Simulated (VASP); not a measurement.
An input for Quantum ESPRESSO's pw.x (written as the equivalent of a VASP run, and not itself run):

```
&CONTROL
  calculation = 'vc-relax'
  pseudo_dir = './pseudo'
  outdir = './out'
  tprnfor = .true.
  tstress = .true.
  nstep = 40
  forc_conv_thr = 0.00078
/
&SYSTEM
  ibrav = 0
  nat = 1
  ntyp = 1
  ecutwfc = 82
  occupations = 'smearing'
  smearing = 'methfessel-paxton'
  degauss = 0.00735
  input_dft = 'pz'
/
&ELECTRONS
  conv_thr = 7.3e-08
  electron_maxstep = 100
/
&IONS
/
&CELL
/
ATOMIC_SPECIES
  Pd 106.420 Pd.upf
CELL_PARAMETERS angstrom
     0.0000000    1.9184428    1.9184428
     1.9184428    0.0000000    1.9184428
     1.9184428    1.9184428    0.0000000
ATOMIC_POSITIONS crystal
  Pd   0.0000000  0.0000000  0.0000000
K_POINTS automatic
  16 16 16 0 0 0
```

Q: Translate this input to VASP (INCAR, KPOINTS, POSCAR, choice of POTCAR).

A: This is not unique; one that fits is 
INCAR:
```
# general
SYSTEM   =  Pd
PREC     =  Accurate
ENCUT    =  500
LREAL    =  .FALSE.
LASPH    =  .TRUE.

# electronic loop
EDIFF    =  1E-6   # SCF stop (eV)
NELM     =  100
ALGO     =  Normal   # blocked Davidson
LMAXMIX  =  4   # l cut-off of mixed one-centre charges

# smearing
ISMEAR   =  1   # Methfessel-Paxton
SIGMA    =  0.1

# ions
IBRION   =  2
NSW      =  40   # most ionic steps
ISIF     =  3
EDIFFG   =  -0.02   # ionic stop

# output
LWAVE    =  .FALSE.
LCHARG   =  .FALSE.
```

### POSCAR
```
Pd
1.0
  0.0000000000   1.9184427507   1.9184427507
  1.9184427507   0.0000000000   1.9184427507
  1.9184427507   1.9184427507   0.0000000000
Pd
1
Cartesian
  0.0000000000   0.0000000000   0.0000000000
```

File KPOINTS:
```
Automatic mesh
0
Gamma
16 16 16
0 0 0
```

POTCAR, in this order: Pd (LDA.64 set). Program: vasp_std.

Limits of the translation: the potentials are each code's own (VASP's PAW set, PseudoDojo norm-conserving files in pw.x), so ENCUT and ecutwfc are chosen apart and not converted; conv_thr bounds pw.x's estimated SCF error, while EDIFF bounds the energy change between steps; forc_conv_thr acts on force components and is met together with etot_conv_thr.

The compound is Pd in the fcc structure. This run relaxes it. Symmetry was kept, so distortions that lower it aren't found.
